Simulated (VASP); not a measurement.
**Lattice constant a of zinc-blende III-V compounds: LDA against PBE**

VASP (plane waves, PAW); cells keep the symmetry of their structure type. Static lattice, each level at its own minimum.

Here x stands for PBE a and y for LDA less PBE.

| solid | PBE a (Å) | LDA less PBE (Å) | cut-off (eV) |
|---|---|---|---|
| BN | 3.626 | -0.042 | 520 |
| BP | 4.547 | -0.057 | 520 |
| BAs | 4.817 | -0.074 | 520 |
| GaP | 5.506 | -0.112 | 520 |
| GaAs | 5.750 | -0.140 | 520 |
| InAs | 6.190 | -0.157 | 520 |
| InSb | 6.635 | ? | 520 |

Q: Using a straight line, estimate the missing y at x = 6.635 from the other rows, showing the fit.

A: With u = x - 5.1, the rows have u = -1.4740, -0.5530, -0.2830, 0.4060, 0.6500, 1.0900. Means: u -0.027333, y -0.0970. About the means, the sum of products is -0.20914 and the sum of squares of u is 4.3295; the slope is their ratio. Least squares gives y = -0.0983 - 0.04831·u. Residuals (row less fit): -0.0149, 0.0146, 0.0106, 0.0059, -0.0103, -0.0060; standard error 0.0135 (degrees of freedom: 4). The slope is -0.0483 with a standard error of 0.0065. At the withheld row, u = 1.5350, so y = -0.0983 - 0.04831 × 1.5350 = -0.1725 Å. The calculation gives -0.180 Å, 0.0075 Å below the prediction (5.4 % of the range of y in the table). The row lies outside the fitted rows, so this is an extrapolation. From the scatter of the fitted rows alone, a prediction at this place has a standard error of 0.0177 Å, so the miss is 0.4 times that.

The rows are a random draw from the solids of this series computed here; series whose standard error about the line passes 12 to 30 % of the range of y, or with no trend, aren't shown in this form.
